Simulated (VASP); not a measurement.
A convergence study with VASP on SrCl₂ (fluorite): one setting is varied, all else stays as given below, so the limit is that of these other settings. Each run relaxes cell and ions from the cell shown.

```xyz
3
Lattice="0.0000 3.4900 3.4900 3.4900 0.0000 3.4900 3.4900 3.4900 0.0000" Properties=species:S:1:pos:R:3 pbc="T T T"
Sr     0.0000     0.0000     0.0000
Cl     1.7450     1.7450     1.7450
Cl     5.2350     5.2350     5.2350
```

Level of theory: PBE GGA, VASP's PBE PAW potentials (set 64) (plane waves; VASP). The tightest run used: 550 eV cut-off, 9×9×9 Γ-centred mesh, Gaussian smearing of 0.050 eV, potentials Sr_sv Cl.

Gaps are read on the run's mesh, which can miss a band edge.

```
setting     relaxed volume (Å³/atom)  E (eV/atom)  gap on the mesh (eV)  irreducible k-points
----------  ------------------------  -----------  --------------------  --------------------
2×2×2 mesh                    29.348      -4.2517                 5.189                     3
3×3×3 mesh                    29.174      -4.2634                 5.392                     4
5×5×5 mesh                    29.169      -4.2637                 5.288                    10
```

Q: These are the cheaper rows. Estimate the results at 9×9×9 mesh, and how far the last row shown lies from them.

A: 
| quantity | tightest run | last row shown is off by |
|---|---|---|
| relaxed volume (Å³/atom) | 29.168 | 0.000 |
| E (eV/atom) | -4.2637 | 0.0000 |
| gap on the mesh (eV) | 5.241 | 0.047 |

Left out are rungs that failed or repeat a setting and relaxations that didn't move; long series are thinned to 24 rows.

The compound is SrCl2 in the fluorite structure.
